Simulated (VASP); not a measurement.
# PmO (P-6m2) in VASP: a series of runs, part 2 of 2

VASP 6.6.1.

**4. Single point, r2SCAN+U, collinear spin, antiferromagnetic start**

This run uses another cell than the first one, of the same volume but with other edges.

INCAR

```
ALGO = Normal ; EDIFF = 1E-6
ENCUT = 520 ; ISIF = 2
ISMEAR = 0 ; ISPIN = 2
LASPH = T ; LCHARG = F
LDAU = T ; LDAUJ = 0 0
LDAUL = 3 -1 ; LDAUPRINT = 1
LDAUTYPE = 2 ; LDAUU = 3 0
LMAXMIX = 6 ; LMIXTAU = T
LORBIT = 11 ; LREAL = F
LWAVE = F ; MAGMOM = 4 -4 0 0
METAGGA = R2SCAN ; NBANDS = 33
NELM = 120 ; PREC = Accurate
SIGMA = 0.05
```

KPOINTS

```
k-points
0
Gamma
  7 7 3
```

POSCAR

```
PmO
1.0
    3.1559110400      0.0000000000      0.0000000000
   -1.5779555200      2.7330991300      0.0000000000
    0.0000000000      0.0000000000      6.1600256200
Pm O
2 2
Direct
    0.0000000000      0.0000000000      0.0000000000
    0.0000000000      0.0000000000      0.5000000000
    0.6666666667      0.3333333333      0.2500000000
    0.6666666667      0.3333333333      0.7500000000
```

Launch:

```console
$ cat potpaw_PBE.64/Pm/POTCAR potpaw_PBE.64/O/POTCAR > POTCAR
$ mpirun -np 1 vasp_std > vasp.out
```

Run time: 2.7 min. Hardware: 1 thread of Intel Xeon 6975P-C (Granite Rapids), shared host; peak memory 0.23 GiB.

Results (log left out):

* Free energy: -89.5937 eV
* Pressure: 37.4 GPa
* Band gap on the k mesh: none (metal or under the smearing width)
* Net moment: 0.00 μB per cell
* Site moments: Pm +4.59, -4.59; O +0.00 μB
* Valence electrons inside the program's atomic spheres: Pm 12.79; O 5.10

Stress tensor (GPa, compression positive):
```
38.89  0.00  0.00
 0.00 38.89  0.00
 0.00  0.00 34.40
```

Levels at points of the mesh, in eV from the Fermi level:
Spin up:
| k point | band 19 | band 20 | band 21 | band 22 | band 23 | band 24 |
| --- | --- | --- | --- | --- | --- | --- |
| (0.00, 0.00, 0.00) | -1.30 | -1.30 | -0.09 | -0.09 | 1.20 | 2.29 |
Spin down:
```csv
k point,band 17,band 18,band 19,band 20,band 21,band 22,band 23,band 24,band 25,band 26
"(0.00, 0.00, 0.00)",-1.91,-1.35,-1.30,-1.30,-0.09,-0.09,1.20,2.29,2.69,2.69
```

Eigenvalues of the final occupation matrices:
| site | spin | trace | eigenvalues |
| --- | --- | --- | --- |
| site 1 f | 1 | 4.56 | 0.00 0.00 0.84 0.84 0.96 0.96 0.97 |
| site 1 f | 2 | 0.04 | 0.00 0.00 0.00 0.01 0.01 0.01 0.01 |
| site 2 f | 1 | 0.04 | 0.00 0.00 0.00 0.01 0.01 0.01 0.01 |
| site 2 f | 2 | 4.56 | 0.00 0.00 0.84 0.84 0.96 0.96 0.97 |

Caveat: the magnetic or orbital state may not be the lowest; a pressure of tens of GPa on the cell as given is suspect, and the run, the potentials or the cell itself is likely at fault; the PAW data sets were made with another functional, which shifts forces and pressure a little; spin-orbit coupling is left out, which moves the levels of the heavy elements. The state reached can hang on the start; a lower one may exist.

**5. Single point, r2SCAN+U, collinear spin, random start**

This run uses another cell than the first one: it holds 2 atoms, not 4.

INCAR

```
  PREC = Accurate
  ENCUT = 520
  EDIFF = 1E-6
  ISMEAR = 0
  SIGMA = 0.05
  LREAL = False
  LASPH = True
  NELM = 120
  ALGO = Normal
  ISIF = 2
  LWAVE = False
  LCHARG = False
  ISPIN = 2
  MAGMOM = -1.22 0
  LORBIT = 11
  LMAXMIX = 6
  LDAU = True
  LDAUTYPE = 2
  LDAUL = 3 -1
  LDAUU = 3 0
  LDAUJ = 0 0
  LDAUPRINT = 1
  METAGGA = R2SCAN
  LMIXTAU = True
  NBANDS = 22
```

KPOINTS

```
Automatic mesh
0
Gamma
  7 7 6
```

POSCAR

```
PmO
1.0
    3.1559110400      0.0000000000      0.0000000000
   -1.5779555200      2.7330991300      0.0000000000
    0.0000000000      0.0000000000      3.0800128100
Pm O
1 1
Direct
    0.0000000000      0.0000000000      0.0000000000
    0.6666666667      0.3333333333      0.5000000000
```

Launch:

```console
$ cat potpaw_PBE.64/Pm/POTCAR potpaw_PBE.64/O/POTCAR > POTCAR
$ mpirun -np 1 vasp_std > vasp.out
```

Run time: 72 s. Hardware: 1 thread of Intel Xeon 6975P-C (Granite Rapids), shared host; peak memory 0.19 GiB.

The run converged. Its results:

| Item | Value |
| --- | --- |
| Free energy | -44.8402 eV |
| Pressure | 37.6 GPa |
| Band gap on the k mesh | none (metal or under the smearing width) |
| Net moment | -4.91 μB per cell |
| Site moments | Pm -4.64; O +0.06 μB |
| Valence electrons inside the program's atomic spheres | Pm 12.78; O 5.11 |

Stress tensor (GPa, compression positive):
```
39.99  0.00  0.00
 0.00 39.99  0.00
 0.00  0.00 32.74
```

Levels at points of the mesh, in eV from the Fermi level:
Spin up:
```csv
k point,band 5,band 6,band 7,band 8,band 9,band 10,band 11,band 12
"(0.00, 0.00, 0.00)",-17.25,-5.17,-5.17,-4.00,-0.76,2.13,4.99,4.99
"(0.00, 0.00, 0.50)",-15.67,-6.76,-5.18,-5.18,2.61,3.39,3.39,4.93
```
Spin down:
```csv
k point,band 9,band 10,band 11,band 12,band 13,band 14,band 15,band 16,band 17,band 18
"(0.00, 0.00, 0.00)",-2.06,-2.00,-1.59,-1.59,-0.28,-0.28,0.83,3.80,3.90,4.27
"(0.00, 0.00, 0.50)",-2.06,-1.37,-1.37,0.06,0.06,1.04,2.13,2.13,2.91,3.92
```

Eigenvalues of the final occupation matrices:
```tsv
site	spin	trace	eigenvalues
site 1 f	1	0.04	0.00 0.00 0.00 0.01 0.01 0.01 0.01
site 1 f	2	4.51	0.01 0.01 0.80 0.80 0.96 0.96 0.97
```

Caveat: the magnetic or orbital state may not be the lowest; a pressure of tens of GPa on the cell as given is suspect, and the run, the potentials or the cell itself is likely at fault; the PAW data sets were made with another functional, which shifts forces and pressure a little; spin-orbit coupling is left out, which moves the levels of the heavy elements.

**6. Single point, r2SCAN+U, collinear spin, ferromagnetic start**

This run uses another cell than the first one: it holds 2 atoms, not 4.

INCAR

```
SYSTEM = PmO
PREC = Accurate ; ENCUT = 520
EDIFF = 1E-6 ; ISMEAR = 0
SIGMA = 0.05 ; LREAL = .FALSE.
LASPH = .TRUE. ; NELM = 150
ALGO = Normal ; ISIF = 2
LWAVE = .FALSE. ; LCHARG = .FALSE.
ISPIN = 2 ; MAGMOM = 4 0
LORBIT = 11 ; NUPDOWN = 4
LMAXMIX = 6 ; LDAU = .TRUE.
LDAUTYPE = 2 ; LDAUL = 3 -1
LDAUU = 3 0 ; LDAUJ = 0 0
LDAUPRINT = 1 ; METAGGA = R2SCAN
LMIXTAU = .TRUE. ; NBANDS = 22
```

KPOINTS

```
regular mesh
0
G
  7 7 6
  0 0 0
```

POSCAR is that of step 5.

Potentials or basis: VASP PAW PBE potentials, release 64 (Pm, O).

Launch:

```console
$ cat potpaw_PBE.64/Pm/POTCAR potpaw_PBE.64/O/POTCAR > POTCAR
$ mpirun -np 1 vasp_std > vasp.out
```

Run time: 60 s. Hardware: 1 thread of Intel Xeon 6975P-C (Granite Rapids), shared host; peak memory 0.18 GiB.

The run converged. Its results:

- Free energy: -44.0348 eV
- Pressure: 32.7 GPa
- Net moment: 4.00 μB per cell
- Site moments: Pm +4.02; O -0.07 μB
- Valence electrons inside the program's atomic spheres: Pm 12.63; O 5.10

Stress tensor (GPa, compression positive):
```
34.77  0.00  0.00
 0.00 34.77  0.00
 0.00  0.00 28.69
```

Eigenvalues of the final occupation matrices:
```csv
site,spin,trace,eigenvalues
site 1 f,1,4.20,0.02 0.02 0.29 0.95 0.97 0.97 0.98
site 1 f,2,0.08,0.00 0.01 0.01 0.01 0.01 0.01 0.03
```

Caveat: the magnetic or orbital state may not be the lowest; a pressure of tens of GPa on the cell as given is suspect, and the run, the potentials or the cell itself is likely at fault; the PAW data sets were made with another functional, which shifts forces and pressure a little; spin-orbit coupling is left out, which moves the levels of the heavy elements; the total moment is fixed, so each spin has its own Fermi level.

**7. Overview**

| spin | U | fixed moment (μB) | k mesh | supercell matrix | gap on the mesh (eV) | pressure (GPa) | moment (μB) |
| --- | --- | --- | --- | --- | --- | --- | --- |
| collinear, antiferromagnetic start | Pm f U = 5 eV | - | 6 × 4 × 6 | [1, 1, 0, -1, 1, 0, 0, 0, 1] | none | 34.4 | 0.00 |
| collinear, ferromagnetic start | Pm f U = 5 eV | 0 | 7 × 7 × 6 | - | - | 34.8 | 0.00 |
| collinear, antiferromagnetic start | Pm f U = 3 eV | - | 7 × 7 × 3 | [1, 0, 0, 0, 1, 0, 0, 0, 2] | none | 37.4 | 0.00 |
| collinear, random start | Pm f U = 3 eV | - | 7 × 7 × 6 | - | none | 37.6 | 4.91 |
| collinear, ferromagnetic start | Pm f U = 3 eV | 4 | 7 × 7 × 6 | - | - | 32.7 | 4.00 |

Alike in all rows: task single point; level r2SCAN+U; potentials or basis VASP PAW PBE potentials, release 64 (Pm, O); cell as given; cutoff (eV) 520; smearing gaussian 0.05 eV.

Every run on the cell as given and a fine mesh finds a metal.

Caveats: the magnetic or orbital state may not be the lowest; a pressure of tens of GPa on the cell as given is suspect, and the run, the potentials or the cell itself is likely at fault; the PAW data sets were made with another functional, which shifts forces and pressure a little; spin-orbit coupling is left out, which moves the levels of the heavy elements; the total moment is fixed, so each spin has its own Fermi level (some runs); the moment is held away from its start (some runs).

Total energies depend on the potentials used, so only differences within one code and one set of settings carry meaning.
